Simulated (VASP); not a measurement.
Data:

```
CdS
1.0
    0.00000     2.97288     2.97288
    2.97288     0.00000     2.97288
    2.97288     2.97288     0.00000
Cd S
1 1
Cartesian
  0.00000   0.00000   0.00000
  1.48644   1.48644   1.48644
```

Calculation: r2SCAN meta-GGA, VASP's PBE PAW potentials (set 64) (plane waves; VASP). Settings: 520 eV cut-off, 8×8×8 Γ-centred mesh, Gaussian smearing of 0.050 eV, potentials Cd S.

Task: Estimate the energy per atom (σ→0), pressure, band gap (on the k-mesh) with the smallest direct gap where there is one.

Result: 
```json
{
 "band gap (on the k-mesh)": "1.46 eV",
 "smallest direct gap (on the k-mesh)": "1.46 eV",
 "energy per atom (σ→0)": "-14.839 eV/atom",
 "pressure": "-1.67 GPa"
}
```

The absolute energy has meaning only against runs of the same code, potentials and settings.

The compound is CdS in the zinc blende structure, a metastable form; wurtzite is the usual one. This cell is one point of a volume scan, at 1.03 of the reference volume.
